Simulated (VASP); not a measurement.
Input:

```
PbO
1.0
    3.96556     0.00000     0.00000
    0.00000     3.96556     0.00000
    0.00000     0.00000     4.94365
Pb O
2 2
Direct
  0.50000   0.00000   0.76396
  0.00000   0.50000   0.23604
  0.50000   0.50000   0.00000
  0.00000   0.00000   0.00000
```

Level of theory: optB88-vdW, VASP's PBE PAW potentials (set 64) (plane waves; VASP 6.6.1). Settings: 520 eV cut-off, 6×6×5 Γ-centred mesh, Gaussian smearing of 0.050 eV, potentials Pb_d O.

Task: The ions and cell shape at fixed volume are relaxed. What does this cell relax into?

Result: 
```
PbO
1.0
    4.03838     0.00000     0.00000
    0.00000     4.03838     0.00000
    0.00000     0.00000     4.76698
Pb O
2 2
Cartesian
  2.01919   0.00000   3.58137
  0.00000   2.01919   1.18560
  2.01919   2.01919   4.76698
  0.00000   4.03838   0.00000
```
Space group P4/nmm (129), at a tolerance of 0.03 Å.

Task: How much energy does the relaxation gain?

Result: The energy (σ→0) changes by -14.6 meV/atom, in 8 ionic steps.

```json
[
 {"step": "1", "E(σ→0) (eV)": "-11.9675", "max force (eV/Å)": "0.846", "pressure (GPa)": "5.53", "volume (Å³)": "77.74"},
 {"step": "2", "E(σ→0) (eV)": "-12.0105", "max force (eV/Å)": "0.152", "pressure (GPa)": "3.13", "volume (Å³)": "77.74"},
 {"step": "3", "E(σ→0) (eV)": "-12.0128", "max force (eV/Å)": "0.046", "pressure (GPa)": "2.48", "volume (Å³)": "77.74"},
 {"step": "4", "E(σ→0) (eV)": "-12.0190", "max force (eV/Å)": "0.022", "pressure (GPa)": "2.28", "volume (Å³)": "77.74"},
 {"step": "5", "E(σ→0) (eV)": "-12.0256", "max force (eV/Å)": "0.022", "pressure (GPa)": "1.83", "volume (Å³)": "77.74"},
 {"step": "6", "E(σ→0) (eV)": "-12.0258", "max force (eV/Å)": "0.031", "pressure (GPa)": "1.73", "volume (Å³)": "77.74"},
 {"step": "7", "E(σ→0) (eV)": "-12.0258", "max force (eV/Å)": "0.032", "pressure (GPa)": "1.71", "volume (Å³)": "77.74"},
 {"step": "8", "E(σ→0) (eV)": "-12.0259", "max force (eV/Å)": "0.009", "pressure (GPa)": "1.57", "volume (Å³)": "77.74"}
]
```

The compound is PbO in the litharge structure. This cell is one point of a volume scan, at 0.94 of the reference volume. Symmetry was kept, so distortions that lower it aren't found.
